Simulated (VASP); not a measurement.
Method: PBE GGA, VASP's PBE PAW potentials (set 64) (plane waves; VASP).

VASP input:

**INCAR**
```
ALGO = Normal
EDIFF = 1E-6
EDIFFG = -0.01
ENCUT = 420
GGA = PE
IBRION = 2
ISIF = 3
ISMEAR = 0
LASPH = .TRUE.
LCHARG = .FALSE.
LMAXMIX = 4
LREAL = .FALSE.
LWAVE = .FALSE.
NELM = 100
NSW = 50
PREC = Accurate
SIGMA = 0.02
SYSTEM = CsSnI3
```

**POSCAR**
```
CsSnI3
1
    6.2761720000     0.0000000000     0.0000000000
    0.0000000000     6.2761720000     0.0000000000
    0.0000000000     0.0000000000     6.2761720000
Cs Sn I
1 1 3
Direct
  0.5000000000   0.5000000000   0.5000000000
  0.0000000000   0.0000000000   0.0000000000
  0.5000000000   0.0000000000   0.0000000000
  0.0000000000   0.5000000000   0.0000000000
  0.0000000000   0.0000000000   0.5000000000
```

**KPOINTS**
```
K-points
0
G
 6 6 6
```

POTCAR, in this order: Cs_sv Sn_d I (PBE.64 set). Program: vasp_std.

Output of the run:

### OUTCAR
```
 ion  position               nearest neighbor table
   1  0.500  0.500  0.500-
   2  0.000  0.000  0.000-   3 3.14   4 3.14   5 3.14   5 3.14   4 3.14   3 3.14
   3  0.500  0.000  0.000-   2 3.14   2 3.14
   4  0.000  0.500  0.000-   2 3.14   2 3.14
   5  0.000  0.000  0.500-   2 3.14   2 3.14
  LATTYP: Found a simple cubic cell.
 ALAT       =     6.2761720000
 Subroutine PRICEL returns:
 Original cell was already a primitive cell.
 Subroutine GETGRP returns: Found 48 space group operations
The static configuration has the point symmetry O_h .
The dynamic configuration has the point symmetry O_h .
 Subroutine INISYM returns: Found 48 space group operations
 Subroutine IBZKPT returns following result:
 Found     20 irreducible k-points:

 Following reciprocal coordinates:
            Coordinates               Weight
  0.000000  0.000000  0.000000      1.000000
  0.166667  0.000000  0.000000      6.000000
  0.333333  0.000000  0.000000      6.000000
  0.500000  0.000000  0.000000      3.000000
  0.166667  0.166667  0.000000     12.000000
  0.333333  0.166667  0.000000     24.000000
  0.500000  0.166667  0.000000     12.000000
  0.333333  0.333333  0.000000     12.000000
  0.500000  0.333333  0.000000     12.000000
  0.500000  0.500000  0.000000      3.000000
  0.166667  0.166667  0.166667      8.000000
  0.333333  0.166667  0.166667     24.000000
  0.500000  0.166667  0.166667     12.000000
  0.333333  0.333333  0.166667     24.000000
  0.500000  0.333333  0.166667     24.000000
  0.500000  0.500000  0.166667      6.000000
  0.333333  0.333333  0.333333      8.000000
  0.500000  0.333333  0.333333     12.000000
  0.500000  0.500000  0.333333      6.000000
  0.500000  0.500000  0.500000      1.000000
   k-points           NKPTS =     20   k-points in BZ     NKDIM =     20   number of bands    NBANDS=     26
...
```

### OSZICAR
```
       N       E                     dE             d eps       ncg     rms          rms(c)
DAV:   1     0.324566367122E+03    0.32457E+03   -0.15990E+04  1040   0.127E+03
DAV:   2     0.216777897462E+02   -0.30289E+03   -0.29749E+03  1288   0.285E+02
DAV:   3    -0.130972152515E+02   -0.34775E+02   -0.34615E+02  1230   0.112E+02
DAV:   4    -0.142914897478E+02   -0.11943E+01   -0.11931E+01  1372   0.256E+01
DAV:   5    -0.143282037655E+02   -0.36714E-01   -0.36710E-01  1522   0.391E+00    0.401E+00
DAV:   6    -0.140502505264E+02    0.27795E+00   -0.51046E-01  1272   0.384E+00    0.265E+00
DAV:   7    -0.140250405434E+02    0.25210E-01   -0.33334E-01  1316   0.248E+00    0.105E+00
DAV:   8    -0.140297667620E+02   -0.47262E-02   -0.47811E-02  1180   0.153E+00    0.272E-01
DAV:   9    -0.140295603844E+02    0.20638E-03   -0.58825E-03  1294   0.585E-01    0.105E-01
DAV:  10    -0.140296907441E+02   -0.13036E-03   -0.73802E-04  1192   0.164E-01    0.467E-02
DAV:  11    -0.140297571633E+02   -0.66419E-04   -0.33452E-04  1388   0.118E-01    0.380E-02
DAV:  12    -0.140297571670E+02   -0.36289E-08   -0.22871E-05  1270   0.292E-02    0.274E-02
DAV:  13    -0.140297555972E+02    0.15697E-05   -0.16803E-06   906   0.974E-03    0.135E-02
DAV:  14    -0.140297543921E+02    0.12052E-05   -0.46173E-06  1038   0.144E-02    0.104E-03
DAV:  15    -0.140297544307E+02   -0.38668E-07   -0.34422E-07   706   0.349E-03
   1 F= -.14029754E+02 E0= -.14029754E+02  d E =-.140298E+02
       N       E                     dE             d eps       ncg     rms          rms(c)
DAV:   1    -0.140331224166E+02   -0.33680E-02   -0.67665E-02  1262   0.227E+00    0.296E-01
DAV:   2    -0.140306605337E+02    0.24619E-02   -0.42131E-03  1294   0.567E-01    0.128E-01
DAV:   3    -0.140300196127E+02    0.64092E-03   -0.19730E-03  1384   0.345E-01    0.503E-02
DAV:   4    -0.140299993467E+02    0.20266E-04   -0.42677E-05  1142   0.429E-02    0.404E-02
DAV:   5    -0.140299839877E+02    0.15359E-04   -0.23734E-05  1428   0.355E-02    0.870E-03
DAV:   6    -0.140299831291E+02    0.85861E-06   -0.30809E-06  1014   0.170E-02
   2 F= -.14029983E+02 E0= -.14029983E+02  d E =-.228698E-03
```

OUTCAR:
```
------------------------ aborting loop because EDIFF is reached ----------------------------------------
  FORCE on cell =-STRESS in cart. coord.  units (eV):
  Direction    XX          YY          ZZ          XY          YZ          ZX
  --------------------------------------------------------------------------------------
  Total        0.0318551      0.0318551      0.0318551      0.0000000     -0.0000000      0.0000000
  in kB        0.2057787      0.2057787      0.2057787      0.0000000     -0.0000000      0.0000000
  external PRESSURE =       0.2057787 kB  Pullay stress =       0.0000000 kB
  volume of cell :      248.02
      direct lattice vectors                 reciprocal lattice vectors
     6.282944228  0.000000000 -0.000000000     0.159161050 -0.000000000  0.000000000
     0.000000000  6.282944228  0.000000000    -0.000000000  0.159161050 -0.000000000
    -0.000000000  0.000000000  6.282944228     0.000000000 -0.000000000  0.159161050
 POSITION                                       TOTAL-FORCE (eV/Angst)
 -----------------------------------------------------------------------------------
      3.14147      3.14147      3.14147         0.000000      0.000000     -0.000000
      0.00000      0.00000      0.00000        -0.000000     -0.000000     -0.000000
      3.14147      0.00000     -0.00000         0.000000     -0.000000     -0.000000
      0.00000      3.14147      0.00000         0.000000     -0.000000     -0.000000
     -0.00000      0.00000      3.14147        -0.000000      0.000000      0.000000
 -----------------------------------------------------------------------------------
    total drift:                               -0.000000      0.000000     -0.000000
  FREE ENERGIE OF THE ION-ELECTRON SYSTEM (eV)
  ---------------------------------------------------
  free  energy   TOTEN  =       -14.0299831291 eV

  energy  without entropy=      -14.0299831291  energy(sigma->0) =      -14.02998313

 reached required accuracy - stopping structural energy minimisation
```
(Selected blocks of OUTCAR.)

File CONTCAR:
```
CsSnI3
   1.00000000000000
     6.2829442279243422    0.0000000000000000   -0.0000000000000000
     0.0000000000000000    6.2829442279243422    0.0000000000000000
    -0.0000000000000000    0.0000000000000000    6.2829442279243422
  Cs              Sn              I
     1     1     3
Direct
     0.5000000000000000    0.5000000000000000    0.5000000000000000
     0.0000000000000000    0.0000000000000000    0.0000000000000000
     0.5000000000000000    0.0000000000000000    0.0000000000000000
     0.0000000000000000    0.5000000000000000    0.0000000000000000
     0.0000000000000000    0.0000000000000000    0.5000000000000000
```

The structure comes from a computed database's CsSnI3 entry; how it stands against other phases isn't given here. This run relaxes it. Symmetry was kept, so distortions that lower it aren't found. The run is one of a series of settings (EDIFFG = -0.01, ENCUT = 420, IBRION = 2, ISIF = 3, NSW = 50 against the base run), some of them coarse on purpose.
